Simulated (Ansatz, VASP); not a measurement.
## Cross-check of GePd4 between VASP and Ansatz

One calculation is typed for both programs; each brings its own data sets. How far apart do they land? Of the first pair: The structure shown is frame 135 of Ansatz's trajectory.

Calculated with Ansatz 0.2.0; plane waves, with VASP 6.6.1 beside it; PBE.

## Step 1: Set-up

The cell holds 110 atoms: 22 Ge and 88 Pd. Cell: a = 12.091 Å, b = 12.091 Å, c = 12.091 Å, α = 90.0°, β = 90.0°, γ = 90.0°. As first built, before any earlier steps moved the atoms or strained the cell (in the runner's words): 110 atoms (22 Ge, 88 Pd) packed at random in a cube at 10.3 g/cm^3 and pushed apart as soft spheres; a start for melting by ab initio MD, not an equilibrated structure. The density is a measured one.

## Step 2: Ansatz: dynamics, PBE

Ansatz runs on its default PAW (the set named soft_2) files.

One frame of this run of dynamics is then solved in both programs, so the motion causes no difference.

File input.yaml:

```yaml
crystal:
  lattice:
    - [12.0905, 0.0, 0.0]
    - [0.0, 12.0905, 0.0]
    - [0.0, 0.0, 12.0905]
  atoms:
    - { symbol: Ge, position: [0.66935, 0.82687, 0.4511] }
    - { symbol: Ge, position: [0.7835, 0.41008, 0.81039] }
    - { symbol: Ge, position: [0.58947, 0.51352, 0.4018] }
    - { symbol: Ge, position: [0.13593, 0.55022, 0.42136] }
    - { symbol: Ge, position: [0.12631, 0.83068, 0.26442] }
    - { symbol: Ge, position: [0.52608, 0.52119, 0.95496] }
    - { symbol: Ge, position: [0.49812, 0.78678, 0.08806] }
    - { symbol: Ge, position: [0.66294, 0.09588, 0.04769] }
    - { symbol: Ge, position: [0.62961, 0.19945, 0.66601] }
    - { symbol: Ge, position: [0.55266, 0.45612, 0.19456] }
    - { symbol: Ge, position: [0.12309, 0.82206, 0.86529] }
    - { symbol: Ge, position: [0.96946, 0.10844, 0.45031] }
    - { symbol: Ge, position: [0.82848, 0.04387, 0.73413] }
    - { symbol: Ge, position: [0.85232, 0.87231, 0.90772] }
    - { symbol: Ge, position: [0.84384, 0.78972, 0.18455] }
    - { symbol: Ge, position: [0.25246, 0.11741, 0.17907] }
    - { symbol: Ge, position: [0.21289, 0.63877, 0.83793] }
    - { symbol: Ge, position: [0.47467, 0.23406, 0.05251] }
    - { symbol: Ge, position: [0.31139, 0.29371, 0.73886] }
    - { symbol: Ge, position: [0.4489, 0.65748, 0.6172] }
    - { symbol: Ge, position: [0.44646, 0.1193, 0.44533] }
    - { symbol: Ge, position: [0.45466, 0.83247, 0.39196] }
    - { symbol: Pd, position: [0.96869, 0.7009, 0.93681] }
    - { symbol: Pd, position: [0.05883, 0.30639, 0.4615] }
    - { symbol: Pd, position: [0.63394, 0.61823, 0.542] }
    - { symbol: Pd, position: [0.46966, 0.6411, 0.22173] }
    - { symbol: Pd, position: [0.91727, 0.59504, 0.15336] }
    - { symbol: Pd, position: [0.74384, 0.1113, 0.47338] }
    - { symbol: Pd, position: [0.81119, 0.54314, 0.64944] }
    - { symbol: Pd, position: [0.40716, 0.63953, 0.42874] }
[... 74 atom lines left out ...]
    - { symbol: Pd, position: [0.61393, 0.84632, 0.24857] }
    - { symbol: Pd, position: [0.13901, 0.86767, 0.66799] }
    - { symbol: Pd, position: [0.7665, 0.59855, 0.90362] }
    - { symbol: Pd, position: [0.20512, 0.74962, 0.42583] }
    - { symbol: Pd, position: [0.03936, 0.14252, 0.05662] }
    - { symbol: Pd, position: [0.84287, 0.71169, 0.53825] }
kpoints:
  mp_grid: { grid: [1, 1, 1] }
hamiltonian:
  xc: pbe
scf:
  occupations: { method: fermi_dirac, width: 0.142 }
output:
  forces: true
  stress: true
md:
  timestep: 3
  n_steps: 270
  ensemble: nvt_nose_hoover
  temperature: 1650
  initial_velocities: maxwell_boltzmann
  seed: 7158
```

Run with:

```
$ ansatz run input.yaml --threads 32 --pin off --max-ram 92160MiB --backend cuda --events-out ev --progress --plain --runs-dir out --max-vram 78GiB
```

Numbers of over 12 decimals in the logs are rounded to 6 here.

Log:

```text
Warning: md: disabling space-group detection — thermal motion breaks the input geometry's symmetry, so no spatial operation reduces the k-mesh or symmetrises the density; time reversal is kept, so that k and −k are solved as one point where they differ and the mesh holds both, and exact exchange and, on two spinor components, a DFT+U term hold to it where the run has them: on two components no moment then forms, and  [...]
Warning: output.stress: scf.convergence.dr2_threshold = 1e-7 eV (the SCF's general default) is looser than the 1.08e-8 eV advised for a printed stress (1e-10 eV for each atom of the cell: 110, of which 108 are counted). What an SCF threshold leaves in a stress goes as its square root, and in the free energy as the threshold itself, and one threshold admits the most on a small cell: [figures from the program's tests cut] Set scf.convergence.dr2_threshold to 1 [...]
band count auto-derived: 1150 (N_el = 1892.0; filled up to band 946; 1136 by the electrons, moments and atoms)
Engine: ansatz 0.2.0, aarch64-unknown-linux-gnu
Pseudopotentials: kind: paw
Pseudopotential: Ge, paw, valence charge 14, recommended cutoff 420 eV (normal), Ge.paw.azcp
Pseudopotential: Pd, paw, valence charge 18, recommended cutoff 420 eV (normal), Pd.paw.azcp
Functional definition: PBE
  parameter kappa = 0.804
  parameter beta = 0.066725
  exchange = pbe_x(kappa = kappa, mu = beta*pi^2/3)
  correlation = pbe_c(beta = beta)
[...]
Crystal: 110 atoms, lattice volume = 1767.392 Å³
Basis set: ecut = 420 eV, 34505 PW (Γ), exchange–correlation on 162×162×162 points (8 copies of the dense FFT grid, shifted against one another)
Bands: 1150, of which v1, the nominal top of the filled ones, is band 946 counted from 1 (945 counted from 0)
Symmetry: 1 space group operations
k-points: 1
Non-local potential: Ge, projectors of the file, l = 0: 2, l = 1: 2, l = 2: 3, l = 3: 1
Non-local potential: Pd, projectors of the file, l = 0: 2, l = 1: 2, l = 2: 2, l = 3: 1
PAW form: soft (Blöchl's): semilocal exchange-correlation on the pseudo side does not see the compensation charge
PAW one-centre angular grid: Ge, 590 points (default); XC on 64 Gauss nodes
PAW one-centre angular grid: Pd, 590 points (default); XC on 64 Gauss nodes
Initial density: superposition of atomic densities (neutral atoms: chi_scale 0, normalization atom), corrected by the library's trained network
Initial wavefunctions: pseudopotential atomic-orbital guess
[...]
Functional: x = pbe(κ = 0.804, μ = 0.219515), c = pbe(β = 0.066725)
SCF iter   1: F=—  HF=-708096.945950 eV  |F-HF|=—  |Δ(HF+E_count)|=         —  Δρ=6.97e-3  dr2=1.22e0  ethr=1.77e-3  ⟨swp⟩=5.0  Hψ=4013  notcnv=0  defer=73
preconditioner: auto → Kerker (q_TF=auto, 2.759 Å⁻¹)  [metal: Δε(μ)=0.033 eV  Ē_g=12.481 eV  σ=0.142 eV  W_gap=0.06  n_scr=618 (ndim 8)  ℏωp=30.4 eV  f_vac=0.001  D(μ)=77.01/eV (n_scr^D=690)]
SCF iter   2: F=—  HF=-708096.901589 eV  |F-HF|=—  |Δ(HF+E_count)|=   4.44e-2  Δρ=3.55e-3  dr2=4.82e-1  ethr=6.47e-5  ⟨swp⟩=1.0  Hψ=1323  notcnv=0  defer=74
[...]
SCF iter  10: F=-708096.898395 eV  HF=-708096.898395 eV  |F-HF|=7.15e-8  |Δ(HF+E_count)|=   6.95e-8  Δρ=1.21e-6  dr2=6.38e-8  ethr=5.29e-12  ⟨swp⟩=3.0  Hψ=2923  notcnv=0
SCF 1 converged in 10 iterations: F = -708096.898395 eV  dr2 = 6.38e-8
[...]
md step     0: t =     0.00 fs  T =  1650.0 K  F+E_penalty+E_count = -708096.89839541 eV  E_kin = 23.247411 eV  conserved = -708073.65098460 eV  P_inst = 11.1120 GPa  (10 SCF iters)
[... from here on, the SCF cycles and remarks between the steps are left out ...]
md step    21: t =    63.00 fs  T =  1873.7 K  F+E_penalty+E_count = -708101.02130786 eV  E_kin = 26.399660 eV  conserved = -708073.66763146 eV  P_inst = 10.0822 GPa  (5 SCF iters)
md step    48: t =   144.00 fs  T =  1663.3 K  F+E_penalty+E_count = -708102.26698294 eV  E_kin = 23.435470 eV  conserved = -708073.66515585 eV  P_inst = 9.3151 GPa  (4 SCF iters)
md step    75: t =   225.00 fs  T =  1651.6 K  F+E_penalty+E_count = -708103.58439895 eV  E_kin = 23.269732 eV  conserved = -708073.67199509 eV  P_inst = 9.2131 GPa  (4 SCF iters)
md step   102: t =   306.00 fs  T =  1654.0 K  F+E_penalty+E_count = -708104.22125133 eV  E_kin = 23.303916 eV  conserved = -708073.66769531 eV  P_inst = 8.8829 GPa  (5 SCF iters)
md step   129: t =   387.00 fs  T =  1749.8 K  F+E_penalty+E_count = -708106.78172183 eV  E_kin = 24.653917 eV  conserved = -708073.67673681 eV  P_inst = 7.8033 GPa  (4 SCF iters)
md step   156: t =   468.00 fs  T =  1677.8 K  F+E_penalty+E_count = -708107.40403141 eV  E_kin = 23.638750 eV  conserved = -708073.67287591 eV  P_inst = 8.1809 GPa  (4 SCF iters)
md step   183: t =   549.00 fs  T =  1480.1 K  F+E_penalty+E_count = -708106.94102060 eV  E_kin = 20.853571 eV  conserved = -708073.67874791 eV  P_inst = 8.2074 GPa  (4 SCF iters)
md step   210: t =   630.00 fs  T =  1490.4 K  F+E_penalty+E_count = -708108.10647936 eV  E_kin = 20.999261 eV  conserved = -708073.68156273 eV  P_inst = 8.0923 GPa  (9 SCF iters)
md step   231: t =   693.00 fs  T =  1563.2 K  F+E_penalty+E_count = -708106.85391607 eV  E_kin = 22.023842 eV  conserved = -708073.67927260 eV  P_inst = 8.5833 GPa  (5 SCF iters)
md step   234: t =   702.00 fs  T =  1529.4 K  F+E_penalty+E_count = -708105.81101363 eV  E_kin = 21.547847 eV  conserved = -708073.67541035 eV  P_inst = 8.9271 GPa  (5 SCF iters)
md step   237: t =   711.00 fs  T =  1482.7 K  F+E_penalty+E_count = -708104.58679248 eV  E_kin = 20.889766 eV  conserved = -708073.66980637 eV  P_inst = 9.3132 GPa  (4 SCF iters)
md step   240: t =   720.00 fs  T =  1469.8 K  F+E_penalty+E_count = -708103.86049272 eV  E_kin = 20.708057 eV  conserved = -708073.66913515 eV  P_inst = 9.5748 GPa  (9 SCF iters)
md step   243: t =   729.00 fs  T =  1498.8 K  F+E_penalty+E_count = -708103.75065075 eV  E_kin = 21.116470 eV  conserved = -708073.67227842 eV  P_inst = 9.6664 GPa  (4 SCF iters)
md step   246: t =   738.00 fs  T =  1543.7 K  F+E_penalty+E_count = -708103.89795852 eV  E_kin = 21.749714 eV  conserved = -708073.67315086 eV  P_inst = 9.6533 GPa  (4 SCF iters)
md step   249: t =   747.00 fs  T =  1591.8 K  F+E_penalty+E_count = -708104.13679341 eV  E_kin = 22.427488 eV  conserved = -708073.67241250 eV  P_inst = 9.5847 GPa  (4 SCF iters)
md step   252: t =   756.00 fs  T =  1639.3 K  F+E_penalty+E_count = -708104.42506783 eV  E_kin = 23.096806 eV  conserved = -708073.67409493 eV  P_inst = 9.4879 GPa  (5 SCF iters)
md step   255: t =   765.00 fs  T =  1667.9 K  F+E_penalty+E_count = -708104.50122090 eV  E_kin = 23.500098 eV  conserved = -708073.67216055 eV  P_inst = 9.4067 GPa  (4 SCF iters)
md step   258: t =   774.00 fs  T =  1686.3 K  F+E_penalty+E_count = -708104.48403215 eV  E_kin = 23.758347 eV  conserved = -708073.66810297 eV  P_inst = 9.3108 GPa  (4 SCF iters)
md step   261: t =   783.00 fs  T =  1721.9 K  F+E_penalty+E_count = -708104.76039163 eV  E_kin = 24.260883 eV  conserved = -708073.66854210 eV  P_inst = 9.1315 GPa  (5 SCF iters)
md step   264: t =   792.00 fs  T =  1767.6 K  F+E_penalty+E_count = -708105.22293747 eV  E_kin = 24.904857 eV  conserved = -708073.67345296 eV  P_inst = 8.9072 GPa  (5 SCF iters)
md step   267: t =   801.00 fs  T =  1780.5 K  F+E_penalty+E_count = -708105.26322297 eV  E_kin = 25.085790 eV  conserved = -708073.67595548 eV  P_inst = 8.7738 GPa  (4 SCF iters)
md step   269: t =   807.00 fs  T =  1759.7 K  F+E_penalty+E_count = -708104.89580745 eV  E_kin = 24.793033 eV  conserved = -708073.67260392 eV  P_inst = 8.7678 GPa  (5 SCF iters)
md step   270: t =   810.00 fs  T =  1744.6 K  F+E_penalty+E_count = -708104.65131331 eV  E_kin = 24.580415 eV  conserved = -708073.67016118 eV  P_inst = 8.7787 GPa  (9 SCF iters)
SCF converged after 9 iterations
Free energy (F): -708104.651313 eV
Harris-Foulkes:  -708104.651313 eV  (|F-HF|=2.86e-8)
Internal energy: -708099.603613 eV  (E = F + TS)
E sigma→0 (E₀):  -708102.127463 eV
Entropy (-TS):   -5.047701 eV (-45.888 meV/atom)
Fermi energy:    17.072602 eV
--- Per-component energies (eV) ---
  E_band       = -17321.555912
  E_kinetic    = 47791.693224
  E_local      = -222244.466359  (includes V_loc(G=0)·N_el)
  E_nonlocal   = 28365.397771
  E_hartree    = 92396.707434
  E_xc         = -16525.998319
  E_vxc        = -20071.499971  (∫ρ·V_xc dr)
  E_paw        = -374514.996679  (= ΣΔE_a)
  E_vpaw       = -35956.127051  (= ΣTr[D̂ρ^β])
  E_aug_tail   = 0.025053  (compensation charges beyond the density's cutoff)
  E_ewald      = -263367.965738
  E_smearing   = -5.047701  (= −TS)
  E_closure    = -0.000000  (closes the sum)
  Σ components = -708104.651313   (vs F -708104.651313, Δ=0.00e0)
--- Forces (eV/Å), atoms counted from 1 ---
[... 110 lines of forces left out ...]
  max |Σ_I F_I| component: 5.29e-5 eV/Å
--- Stress (GPa, compression-positive) ---
        6.317858      -0.006680       0.063105
       -0.006680       6.299790      -0.678833
        0.063105      -0.678833       9.220978
  P = ⅓ Tr σ = 7.2795 GPa (72.795 kbar)
--- MD trajectory: 270 steps, t = 0.0 → 810.0 fs ---
  final state: T = 1744.6 K   F+E_penalty+E_count = -708104.65131331 eV   E_kin = 24.580415 eV
  conserved energy: peak-to-peak 3.414e-2 eV (3.104e-4 eV/atom) over 810.0 fs
```

The column dr2 measures how far the density is from self-consistency, as an energy; F and HF (Harris–Foulkes) agree once it is small.

## Step 3: VASP: single point, PBE, pair 1

The same cell, functional, mesh and smearing now go to VASP, with its own data sets.

Lines of VASP's logs that name or quote its potential files are left out, and so is its time.

File INCAR:

```
SYSTEM = GePd4
PREC = Accurate
ENCUT = 410
EDIFF = 1E-06
NELM = 120
ISMEAR = -1
SIGMA = 0.142
LREAL = Auto
ALGO = Normal
GGA = PE
NBANDS = 696
LASPH = .TRUE.
LORBIT = 11
LWAVE = .FALSE.
LCHARG = .FALSE.
ISIF = 2
GGA_COMPAT = .FALSE.
NCORE = 2
```

File POSCAR:

```
GePd4
1.0
   12.0905000000      0.0000000000      0.0000000000
    0.0000000000     12.0905000000      0.0000000000
    0.0000000000      0.0000000000     12.0905000000
Ge Pd
22 88
Direct
    0.6591125264      0.8769695215      0.4917083661
    0.7870642240      0.3335676771      0.8651420537
    0.6084115628      0.4514288077      0.4032918407
    0.0826268558      0.6730904429      0.4673917539
    0.2074355899      0.7983127249      0.1704644142
    0.5603573053      0.5365369505      0.9289938381
    0.5358752740      0.7177536082      0.0761755097
    0.6772259212      0.0073611513      0.1376287168
    0.5939373889      0.2113229395      0.6753236012
    0.4932798478      0.3769074894      0.1814647864
    0.1699681568      0.8691948224      0.8725032050
    0.9520698069      0.0795666019      0.4204954303
    0.7811918448      0.0970183202      0.7298292047
    0.8044332327      0.8863984120      0.8704354659
    0.8342913858      0.7835904222      0.2254662752
    0.2309251065      0.1372151689      0.1917207725
    0.1887432282      0.6388486829      0.8290806832
    0.4912948182      0.2201728630      0.0053761217
    0.3056118440      0.2970927588      0.7377693230
    0.4603614408      0.5754931558      0.6035316984
    0.4553988669      0.1102518506      0.4354658616
    0.4515115173      0.8065009718      0.3617716389
    0.9048426451      0.7898763492      0.9764691287
    0.9660890782      0.2740994996      0.5285141227
    0.5827715975      0.6687068359      0.4707828460
    0.5468756462      0.5934411315      0.2750920144
    0.9311442868      0.6156072950      0.1546668872
    0.7854100327      0.0931309706      0.5173483313
    0.8172532153      0.5439808114      0.6802034655
    0.3507712667      0.5882304288      0.4053595798
[... 74 atom lines left out ...]
    0.6328108846      0.7987262727      0.2659939622
    0.2096687482      0.8221330797      0.6659774203
    0.7512509822      0.6492700881      0.9140234068
    0.2343161987      0.7882221579      0.3776518754
    0.0074438609      0.1325007237      0.0868450436
    0.8552996154      0.6870683595      0.5050246061
```

File KPOINTS:

```
Automatic mesh
0
Gamma
1 1 1
0 0 0
```

Potentials, in the order of the species: Ge_d and Pd (PBE family, release 64).

Run with:

```
$ mpirun -np 8 vasp_gam
```

Log:

```text
[banner, memory and clock lines left out]
running    8 mpi-ranks, on    1 nodes
[...]
LDA part: xc-table for (Slater+PW92), standard interpolation
 POSCAR, INCAR and KPOINTS ok, starting setup
[...]
entering main loop
       N       E                     dE             d eps       ncg     rms          rms(c)
DAV:   1     0.292096146483E+05    0.29210E+05   -0.32893E+05  1456   0.337E+03
DAV:   2     0.468180927881E+04   -0.24528E+05   -0.23996E+05  1392   0.866E+02
DAV:   3    -0.183215724742E+03   -0.48650E+04   -0.45836E+04  1416   0.287E+02
DAV:   4    -0.562994468231E+03   -0.37978E+03   -0.34215E+03  1608   0.971E+01
[...]
DAV:  22    -0.562591066677E+03    0.90946E-05   -0.20369E-05  1416   0.160E-02    0.116E-02
DAV:  23    -0.562591065542E+03    0.11353E-05   -0.48947E-06  1264   0.703E-03    0.764E-03
DAV:  24    -0.562591065176E+03    0.36515E-06   -0.17897E-06   792   0.445E-03
   1 F= -.56259107E+03 E0= -.56006359E+03  d E =-.505495E+01
```

From OUTCAR (step 3):

```text
  Total       50.9161789     92.0699722     87.7221632     -7.9691394      1.4397009      7.8036345
  in kB       46.1565778     83.4633496     79.5219701     -7.2241910      1.3051189      7.0741574
  external PRESSURE =      69.7139659 kB  Pullay stress =       0.0000000 kB

 POSITION                                       TOTAL-FORCE (eV/Angst)
 -----------------------------------------------------------------------------------
      7.96900     10.60300      5.94500         0.056144     -1.433251     -1.360667
      9.51600      4.03300     10.46000         1.595204      1.276752     -0.579336
      7.35600      5.45800      4.87600         0.727671     -0.378626     -0.419452
      0.99900      8.13800      5.65100         1.580992     -4.039133      0.870971
      2.50800      9.65200      2.06100         0.174925      1.937646      1.981290
      6.77500      6.48700     11.23200        -0.593239      1.713652      1.866568
      6.47900      8.67800      0.92100        -1.944178      1.181400     -0.698630
      8.18800      0.08900      1.66400        -0.345856      2.690144      1.688127
      7.18100      2.55500      8.16500         0.818351     -0.138511     -1.082291
      5.96400      4.55700      2.19400        -0.274797     -0.262834      0.250237
[...]
10.26500      5.71800     11.92750         0.706629      0.141383     -0.610244
      6.65300      9.52200      7.71700        -0.087835      1.759083      0.408007
     12.06800     10.63900      1.62200         0.253397      0.354760      0.544702
[...]
-----------------------------------------------------------------------------------
    total drift:                                0.004521     -0.000295     -0.022787

  FREE ENERGIE OF THE ION-ELECTRON SYSTEM (eV)
  ---------------------------------------------------
  free  energy   TOTEN  =      -562.5910651764 eV

  energy  without entropy=     -557.5361109886  energy(sigma->0) =     -560.06358808

[... 3 further parts left out ...]
[key lines of the parts left out:]
E-fermi :   8.6767
```

The run ends at a pressure of 6.97 GPa, with forces up to 4.5 eV/Å.

## Step 4: Differences

Known differences besides the potentials themselves: the data sets hold 1892 valence electrons in Ansatz (on its default PAW (the set named soft_2) files) and 1188 in VASP; the cutoff is 420 eV in Ansatz and 410 eV in VASP (PREC = Accurate, projectors in real space). Total energies have different zeros and are not compared.

Forces on 8 of the 110 atoms, those with the largest forces and the largest differences (eV/Å; atoms numbered as in POSCAR):

```csv
atom,"Ansatz x, y, z","VASP x, y, z"
Ge4,"1.545, -3.955, 0.859","1.581, -4.039, 0.871"
Ge14,"-2.510, 2.386, -2.666","-2.559, 2.433, -2.716"
Ge20,"-1.482, 0.371, -2.773","-1.511, 0.372, -2.828"
Pd23,"2.834, -3.058, 0.956","2.892, -3.098, 1.037"
Pd37,"-1.519, -2.120, -2.628","-1.510, -2.058, -2.572"
Pd39,"0.365, -2.994, 1.510","0.364, -2.932, 1.504"
Pd100,"2.423, 0.086, 2.101","2.384, 0.104, 2.071"
Pd103,"1.264, 2.259, -0.443","1.277, 2.189, -0.382"
```

The forces differ by 26 meV/Å r.m.s., which is 2.3 % of the r.m.s. force of 1.145 eV/Å (both taken over all components).

## Step 5: Ansatz: dynamics, PBE

One frame of this run of dynamics is then solved in both programs, so the motion causes no difference.

The structure compared here is frame 225 of Ansatz's trajectory.

This is the run of step 2 again, met here at its other cell.

(Continued in part 2 of 2.)

[Lines on the potential files, build, host, timing and source positions are cut from VASP's logs without a mark.]

[Logs are printed without paths, hosts, clocks, repeated set-up lines and the standing remarks that a program may print on its own settings, such as how far it seeks lower states.]

[Hosts, paths, dates, database ids (printed as entryN), source tags and the programs' standing remarks are cut or masked in the printed files.]
